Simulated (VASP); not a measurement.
# Co3Bi2 (Pm-3m) in VASP: a series of runs

One crystal, Co3Bi2, is run at these levels: PBE, RPBE; tasks: relaxation of cell and atoms, relaxation of the atoms.

Program: VASP 6.6.1. These are calculated values, not measurements. Logs are shortened: lines on timing, memory, paths and dates and some standing lists are left out, and cuts for length are marked.

### Step 1. The crystal as given

Symmetry: Pm-3m, No. 221, cubic system. Conventional cell: a = 4.814 Å, b = 4.814 Å, c = 4.814 Å, α = 90.00°, β = 90.00°, γ = 90.00°. Bi (site symmetry m-3m) has 12 Co at 3.40 Å as nearest neighbours. Bi (site symmetry m-3m) has 6 Co at 2.41 Å as nearest neighbours. Around Co (site symmetry 4/mmm) lie 2 Bi at 2.41 Å.

The cell was built by a generator and needn't be a form met in nature.

### Step 2. Relaxation of cell and atoms, PBE, collinear spin, ferromagnetic start

Contents of INCAR:

```
PREC = Accurate
ENCUT = 600
EDIFF = 1E-7
ISMEAR = 1
SIGMA = 0.2
LREAL = False
LASPH = True
NELM = 100
ALGO = Normal
ISIF = 3
LWAVE = False
LCHARG = False
ISPIN = 2
MAGMOM = 0 0 2 2 2
LORBIT = 11
LMAXMIX = 4
GGA = PE
IBRION = 2
NSW = 40
EDIFFG = -0.01
```

Contents of KPOINTS:

```
Automatic mesh
0
Gamma
  6 6 6
```

Contents of POSCAR:

```
Co3Bi2
1.0
    4.8144200000      0.0000000000      0.0000000000
    0.0000000000      4.8144200000      0.0000000000
    0.0000000000      0.0000000000      4.8144200000
Bi Co
2 3
Direct
    0.5000000000      0.5000000000      0.5000000000
    0.0000000000      0.0000000000      0.0000000000
    0.5000000000      0.0000000000      0.0000000000
    0.0000000000      0.5000000000      0.0000000000
    0.0000000000      0.0000000000      0.5000000000
```

Potentials or basis: VASP PAW PBE potentials, release 64 (Bi_d, Co).

The run is started by

```
cat potpaw_PBE.64/Bi_d/POTCAR potpaw_PBE.64/Co/POTCAR > POTCAR
mpirun -np 1 vasp_std > vasp.out
```

OUTCAR:

```text
PREC = Accurate
   ENCUT = 600
   EDIFF = 1E-7
   ISMEAR = 1
   LREAL = False
   LASPH = True
   NELM = 100
   ISIF = 3
   ISPIN = 2
   LORBIT = 11
   GGA = PE
   IBRION = 2
   NSW = 40
   EDIFFG = -0.01

 ion  position               nearest neighbor table
   1  0.500  0.500  0.500-   3 3.40   4 3.40   5 3.40   3 3.40   4 3.40   3 3.40   5 3.40   3 3.40
                             4 3.40   5 3.40   4 3.40   5 3.40
   2  0.000  0.000  0.000-   3 2.41   4 2.41   5 2.41   5 2.41   4 2.41   3 2.41
   3  0.500  0.000  0.000-   2 2.41   2 2.41   1 3.40   1 3.40   1 3.40   1 3.40
   4  0.000  0.500  0.000-   2 2.41   2 2.41   1 3.40   1 3.40   1 3.40   1 3.40
   5  0.000  0.000  0.500-   2 2.41   2 2.41   1 3.40   1 3.40   1 3.40   1 3.40

  LATTYP: Found a simple cubic cell.
 ALAT       =     4.8144200000

  Lattice vectors:

 A1 = (   4.8144200000,   0.0000000000,   0.0000000000)
 A2 = (   0.0000000000,   4.8144200000,   0.0000000000)
 A3 = (   0.0000000000,   0.0000000000,   4.8144200000)

Analysis of symmetry for initial positions (statically):
=====================================================================
 Subroutine PRICEL returns:
 Original cell was already a primitive cell.

 Routine SETGRP: Setting up the symmetry group for a
 simple cubic supercell.

 Subroutine GETGRP returns: Found 48 space group operations
 (whereof 48 operations were pure point group operations)
 out of a pool of 48 trial point group operations.

The static configuration has the point symmetry O_h .

Analysis of symmetry for dynamics (positions and initial velocities):
=====================================================================
 Subroutine PRICEL returns:
 Original cell was already a primitive cell.

 Routine SETGRP: Setting up the symmetry group for a
 simple cubic supercell.

 Subroutine GETGRP returns: Found 48 space group operations
 (whereof 48 operations were pure point group operations)
 out of a pool of 48 trial point group operations.

The dynamic configuration has the point symmetry O_h .

Analysis of structural, dynamic, and magnetic symmetry:
=====================================================================
 Subroutine PRICEL returns:
 Original cell was already a primitive cell.

 Routine SETGRP: Setting up the symmetry group for a
 simple cubic supercell.

 Subroutine GETGRP returns: Found 48 space group operations
 (whereof 48 operations were pure point group operations)
 out of a pool of 48 trial point group operations.

The overall configuration has the point symmetry O_h .

 Subroutine INISYM returns: Found 48 space group operations
 (whereof 48 operations are pure point group operations),
 and found     1 'primitive' translations

----------------------------------------------------------------------------------------

                                     Primitive cell

  volume of cell :     111.5917

  direct lattice vectors                    reciprocal lattice vectors
     4.814420000  0.000000000  0.000000000     0.207709340  0.000000000  0.000000000
     0.000000000  4.814420000  0.000000000     0.000000000  0.207709340  0.000000000
     0.000000000  0.000000000  4.814420000     0.000000000  0.000000000  0.207709340

  length of vectors
     4.814420000  4.814420000  4.814420000     0.207709340  0.207709340  0.207709340

  position of ions in fractional coordinates (direct lattice)
     0.500000000  0.500000000  0.500000000
     0.000000000  0.000000000  0.000000000
     0.500000000  0.000000000  0.000000000
     0.000000000  0.500000000  0.000000000
     0.000000000  0.000000000  0.500000000

  ion indices of the primitive-cell ions
   primitive index   ion index
                 1           1
                 2           2
                 3           3
                 4           4
                 5           5

----------------------------------------------------------------------------------------

 KPOINTS: Automatic mesh
[... 26 lines left out ...]
  0.166667  0.000000  0.000000      6.000000
  0.333333  0.000000  0.000000      6.000000
  0.500000  0.000000  0.000000      3.000000
  0.166667  0.166667  0.000000     12.000000
  0.333333  0.166667  0.000000     24.000000
[... 12 lines left out ...]
  0.500000  0.500000  0.333333      6.000000
  0.500000  0.500000  0.500000      1.000000
   k-points           NKPTS =     20   k-points in BZ     NKDIM =     20   number of bands    NBANDS=     37
   number of dos      NEDOS =    301   number of ions     NIONS =      5
   total plane-waves  NPLWV =  64000
   dimension x,y,z NGX =    40 NGY =   40 NGZ =   40
   dimension x,y,z NGXF=    80 NGYF=   80 NGZF=   80
   ions per type =               2   3
   NGX,Y,Z   is equivalent  to a cutoff of  13.81, 13.81, 13.81 a.u.
   NGXF,Y,Z  is equivalent  to a cutoff of  27.62, 27.62, 27.62 a.u.
 SYSTEM =  unknown system
   PREC   = accura    normal or accurate (medium, high low for compatibility)
   ISTART =      0    job   : 0-new  1-cont  2-samecut
   ICHARG =      2    charge: 1-file 2-atom 10-const
   ISPIN  =      2    spin polarized calculation?
   LNONCOLLINEAR =      F non collinear calculations
   LSORBIT =      F    spin-orbit coupling
   LASPH  =      T    aspherical Exc in radial PAW
   ENCUT  =  600.0 eV  44.10 Ry    6.64 a.u.   9.62  9.62  9.62*2*pi/ulx,y,z
   NELM   =    100;   NELMIN=  2; NELMDL= -5     # of ELM steps
   EDIFF  = 0.1E-06   stopping-criterion for ELM
   LREAL  =      F    real-space projection
   EDIFFG = -.1E-01   stopping-criterion for IOM
   NSW    =     40    number of steps for IOM
   IBRION =      2    ionic relax: 0-MD 1-quasi-New 2-CG
   NFREE  =      1    steps in history (QN), initial steepest desc. (CG)
   ISIF   =      3    stress and relaxation
   ISYM   =      2    0-nonsym 1-usesym 2-fastsym
   POTIM  = 0.5000    time-step for ionic-motion
   TEBEG  =    0.0;   TEEND  =   0.0 temperature during run
   PSTRESS=    0.0 pullay stress
   NELECT =      57.0000    total number of electrons
   NUPDOWN=      -1.0000    fix difference up-down
   EMIN   =  10.00;   EMAX   =-10.00  energy-range for DOS
   EFERMI =   0.00;   METHOD = LEGACY
   ISMEAR =     1;   SIGMA  =   0.20  broadening in eV -4-tet -1-fermi 0-gaus
   EFERMI_NEDOS =   21; number of points for ismear=-14 and -15
   IALGO  =     38    algorithm
   IMIX   =      4    mixing-type and parameters
     AMIX     =   0.40;   BMIX     =  1.00
     AMIX_MAG =   1.60;   BMIX_MAG =  1.00
  volume/ion in A,a.u.               =      22.32       150.61
  Fermi-wavevector in a.u.,A,eV,Ry     =   1.308647  2.472984 23.300748  1.712557
  Thomas-Fermi vector in A             =   2.439300
   LORBIT       =     11    0 simple, 1 ext, 2 COOP (PROOUT), +10 PAW based schemes
   GGA     = PE    functional components
   LHFCALC =     F    Hartree Fock is set to
   AEXX    =    0.0000 exact exchange contribution
   IVDW    =     0    specifies the selected vdW correction
   LEPSILON=     F    determine dielectric tensor
   LRPA    =     F    only Hartree local field effects (RPA)
 conjugate gradient relaxation of ions
 spin polarized calculation
 Methfessel and Paxton  Order N= 1 SIGMA  =   0.20
  energy-cutoff  :      600.00
  volume of cell :      111.59
 maximum number of plane-waves:      3771
 NGX is ok and might be reduce to    40
   NGX = 19   NGY = 19   NGZ = 19

 number of electron      57.0000018 magnetization       3.3129060

 Free energy of the ion-electron system (eV)
  ---------------------------------------------------
  ext. energy  EPLUGINS =         0.00000000
  ---------------------------------------------------
  free energy    TOTEN  =       -22.61831122 eV

  energy without entropy =      -22.64890739  energy(sigma->0) =      -22.62850995

 E-fermi :   6.7087     XC(G=0): -10.4886

 val. band max:        6.6785951140   @ k =   0.5000   0.5000   0.1667
 cond. band min:       6.7276412633   @ k =   0.0000   0.0000   0.0000
 fundamental gap:      0.0490461493
 Fermi energy:         6.7087444061

 spin component 1

 k-point     1 :       0.0000    0.0000    0.0000
  band No.  band energies     occupation
      1     -16.2684      1.00000
      2     -16.2684      1.00000
      3     -16.2684      1.00000
      4     -16.2683      1.00000
      5     -16.2683      1.00000
      6     -16.1784      1.00000
[... 789 lines left out ...]
     36      13.7042      0.00000
     37      15.6853      0.00000
 Fermi energy:         6.7087444061

 spin component 2

 k-point     1 :       0.0000    0.0000    0.0000
  band No.  band energies     occupation
      1     -16.2871      1.00000
      2     -16.2871      1.00000
      3     -16.2832      1.00000
      4     -16.2832      1.00000
      5     -16.2832      1.00000
      6     -16.1848      1.00000
[... 789 lines left out ...]
     36      13.7529      0.00000
     37      15.5874      0.00000

------------------------ aborting loop because EDIFF is reached ----------------------------------------

  FORCE on cell =-STRESS in cart. coord.  units (eV):
  Direction    XX          YY          ZZ          XY          YZ          ZX
  --------------------------------------------------------------------------------------
  -------------------------------------------------------------------------------------
  Total        0.0330943      0.0330943      0.0330943      0.0000000      0.0000000      0.0000000
  in kB        0.4751515      0.4751515      0.4751515      0.0000000      0.0000000      0.0000000
  external PRESSURE =       0.4751515 kB  Pullay stress =       0.0000000 kB

 VOLUME and BASIS-vectors are now :
 -----------------------------------------------------------------------------
  energy-cutoff  :      600.00
  volume of cell :      111.59
      direct lattice vectors                 reciprocal lattice vectors
     4.814420000  0.000000000  0.000000000     0.207709340  0.000000000  0.000000000
     0.000000000  4.814420000  0.000000000     0.000000000  0.207709340  0.000000000
     0.000000000  0.000000000  4.814420000     0.000000000  0.000000000  0.207709340

 POSITION                                       TOTAL-FORCE (eV/Angst)
 -----------------------------------------------------------------------------------
      2.40721      2.40721      2.40721         0.000000      0.000000      0.000000
      0.00000      0.00000      0.00000         0.000000      0.000000      0.000000
      2.40721      0.00000      0.00000         0.000000      0.000000      0.000000
      0.00000      2.40721      0.00000         0.000000      0.000000      0.000000
      0.00000      0.00000      2.40721         0.000000      0.000000      0.000000
 -----------------------------------------------------------------------------------
    total drift:                               -0.000000      0.000000     -0.000000

  FREE ENERGIE OF THE ION-ELECTRON SYSTEM (eV)
  ---------------------------------------------------
  free  energy   TOTEN  =       -22.6183112249 eV

  energy  without entropy=      -22.6489073880  energy(sigma->0) =      -22.62850995

 reached required accuracy - stopping structural energy minimisation

 total charge

# of ion       s       p       d       tot
------------------------------------------
    1        1.573   1.092   9.914  12.579
    2        1.425   1.846  10.018  13.288
    3        0.338   0.266   7.437   8.041
    4        0.338   0.266   7.437   8.041
    5        0.338   0.266   7.437   8.041
--------------------------------------------------
tot          4.011   3.736  42.241  49.989

 magnetization (x)

# of ion       s       p       d       tot
------------------------------------------
    1       -0.002  -0.060  -0.004  -0.066
    2       -0.003  -0.029  -0.015  -0.047
    3        0.018   0.003   1.159   1.180
    4        0.018   0.003   1.159   1.180
    5        0.018   0.003   1.159   1.180
--------------------------------------------------
tot          0.049  -0.081   3.460   3.428
```

Run time: 98 s. Hardware: 1 thread of AMD EPYC 9R45 (Zen 5), shared host; peak memory 0.33 GiB.

Results:

```
Free energy                                           : -22.6183 eV
Pressure after relaxing                               : 0.0 GPa
Band gap on the k mesh                                : none (metal or under the smearing width)
Net moment                                            : 3.31 μB per cell
Site moments                                          : Bi -0.07, -0.05; Co +1.18 μB
Valence electrons inside the program's atomic spheres : Bi 12.58, 13.29; Co 8.04
```

Final structure:
```cif
data_structure
_symmetry_space_group_name_H-M 'P 1'
_symmetry_Int_Tables_number 1
_cell_length_a 4.8144
_cell_length_b 4.8144
_cell_length_c 4.8144
_cell_angle_alpha 90.000
_cell_angle_beta 90.000
_cell_angle_gamma 90.000
_cell_volume 111.59
loop_
_atom_site_label
_atom_site_type_symbol
_atom_site_fract_x
_atom_site_fract_y
_atom_site_fract_z
_atom_site_occupancy
Bi1 Bi 0.50000 0.50000 0.50000 1
Bi2 Bi 0.00000 0.00000 0.00000 1
Co1 Co 0.50000 0.00000 0.00000 1
Co2 Co 0.00000 0.50000 0.00000 1
Co3 Co 0.00000 0.00000 0.50000 1
```

Levels at points of the mesh, in eV from the Fermi level:
Spin up:
| k point | band 26 | band 27 | band 28 | band 29 | band 30 | band 31 | band 32 | band 33 | band 34 | band 35 |
| --- | --- | --- | --- | --- | --- | --- | --- | --- | --- | --- |
| (0.00, 0.00, 0.00) | -1.15 | -1.15 | -1.13 | -1.13 | -1.13 | 0.89 | 0.89 | 0.89 | 1.67 | 1.67 |
| (0.50, 0.00, 0.00) | -1.24 | -1.22 | -1.13 | -0.33 | -0.33 | 0.48 | 0.52 | 0.52 | 2.24 | 3.51 |
| (0.50, 0.50, 0.00) | -1.16 | -1.16 | -1.08 | -1.00 | 0.64 | 1.32 | 1.68 | 1.91 | 1.95 | 1.95 |
| (0.50, 0.50, 0.50) | -1.31 | -1.31 | -1.23 | -1.01 | -1.01 | -0.26 | -0.26 | -0.26 | 7.00 | 7.00 |
Spin down:
| k point | band 23 | band 24 | band 25 | band 26 | band 27 | band 28 | band 29 | band 30 | band 31 | band 32 |
| --- | --- | --- | --- | --- | --- | --- | --- | --- | --- | --- |
| (0.00, 0.00, 0.00) | -0.47 | -0.47 | -0.41 | -0.41 | 0.02 | 0.02 | 0.02 | 0.61 | 0.81 | 0.81 |
| (0.50, 0.00, 0.00) | -0.46 | -0.45 | -0.30 | -0.13 | 0.02 | 0.28 | 0.45 | 0.45 | 0.85 | 0.85 |
| (0.50, 0.50, 0.00) | -0.60 | -0.45 | -0.43 | -0.35 | 0.18 | 0.38 | 0.38 | 1.35 | 1.55 | 1.71 |
| (0.50, 0.50, 0.50) | -0.61 | -0.61 | -0.61 | -0.36 | -0.36 | 0.38 | 0.38 | 0.38 | 0.63 | 0.63 |

Caveat: the relaxation stopped at its first step, so nothing moved; spin-orbit coupling is left out, which moves the levels of the heavy elements.

### Step 3. Relaxation of the atoms, RPBE, collinear spin, ferromagnetic start

Contents of INCAR:

```
SYSTEM = Co3Bi2
ALGO = Normal
EDIFF = 1E-6
EDIFFG = -0.02
ENCUT = 520
GGA = RP
IBRION = 2
ISIF = 2
ISMEAR = 1
ISPIN = 2
LASPH = .TRUE.
LCHARG = .FALSE.
LMAXMIX = 4
LORBIT = 11
LREAL = .FALSE.
LWAVE = .FALSE.
MAGMOM = 0 0 2 2 2
NELM = 100
NSW = 40
PREC = Accurate
SIGMA = 0.2
```

Contents of KPOINTS:

```
k-points
0
G
  5 5 5
  0 0 0
```

POSCAR is that of step 2.

Potentials or basis: VASP PAW PBE potentials, release 64 (Bi_d, Co).

The run is started by

```
cat potpaw_PBE.64/Bi_d/POTCAR potpaw_PBE.64/Co/POTCAR > POTCAR
mpirun -np 1 vasp_std > vasp.out
```

Wall time 38 s (1 thread of AMD EPYC 9R45 (Zen 5), shared host); peak memory 0.23 GiB.

It converged, with:

* Free energy: -20.5265 eV
* Pressure after relaxing: 2.4 GPa
* Band gap on the k mesh: none (metal or under the smearing width)
* Net moment: 3.33 μB per cell
* Site moments: Bi -0.08, -0.04; Co +1.20 μB
* Valence electrons inside the program's atomic spheres: Bi 12.58, 13.29; Co 8.04

Final structure:
```xyz
5
Lattice="4.8144 0.0000 0.0000 0.0000 4.8144 0.0000 0.0000 0.0000 4.8144" Properties=species:S:1:pos:R:3 pbc="T T T"
Bi    2.4072    2.4072    2.4072
Bi    0.0000    0.0000    0.0000
Co    2.4072    0.0000    0.0000
Co    0.0000    2.4072    0.0000
Co    0.0000    0.0000    2.4072
```

Levels at points of the mesh, in eV from the Fermi level:
Spin up:
```csv
k point,band 26,band 27,band 28,band 29,band 30,band 31,band 32,band 33,band 34,band 35
"(0.00, 0.00, 0.00)",-1.17,-1.17,-1.16,-1.16,-1.16,0.90,0.90,0.90,1.68,1.68
```
Spin down:
```csv
k point,band 24,band 25,band 26,band 27,band 28,band 29,band 30,band 31
"(0.00, 0.00, 0.00)",-0.50,-0.39,-0.39,0.03,0.03,0.03,0.68,0.80
```

Caveat: the relaxation stopped at its first step, so nothing moved; the PAW data sets were made with another functional, which shifts forces and pressure a little; spin-orbit coupling is left out, which moves the levels of the heavy elements.

### Step 4. For comparison

An earlier run on the cell as given: functional PBE; potentials or basis VASP PAW PBE potentials, release 64 (Bi_d, Co); cutoff 520 eV; k mesh 6 × 6 × 6; occupations fermi-dirac, width 0.05 eV; collinear spin, ferromagnetic start; starting moments [0.0, 0.0, 2.0, 2.0, 2.0] μB.

- Pressure: 0.1 GPa
- Band gap on the k mesh: none (metal or under the smearing width)
- Net moment: 3.31 μB per cell
- Site moments: Bi -0.07, -0.05; Co +1.18 μB
- Valence electrons inside the program's atomic spheres: Bi 12.58, 13.29; Co 8.04

### Step 5. Overview

| task | level | cell | k mesh | cutoff (eV) | smearing | gap on the mesh (eV) | pressure (GPa) | moment (μB) |
| --- | --- | --- | --- | --- | --- | --- | --- | --- |
| relaxation of cell and atoms | PBE | relaxed | 6 × 6 × 6 | 600 | methfessel-paxton 0.2 eV | none | 0.0 | 3.31 |
| relaxation of the atoms | RPBE | atoms relaxed | 5 × 5 × 5 | 520 | methfessel-paxton 0.2 eV | none | 2.4 | 3.33 |
| single point | PBE | as given | 6 × 6 × 6 | 520 | fermi-dirac 0.05 eV | none | 0.1 | 3.31 |

Alike in all rows: potentials or basis VASP PAW PBE potentials, release 64 (Bi_d, Co); spin collinear, ferromagnetic start.

Caveats: spin-orbit coupling is left out, which moves the levels of the heavy elements; the relaxation stopped at its first step, so nothing moved (some runs); the PAW data sets were made with another functional, which shifts forces and pressure a little (some runs).

Total energies depend on the potentials used, so only differences within one code and one set of settings carry meaning.
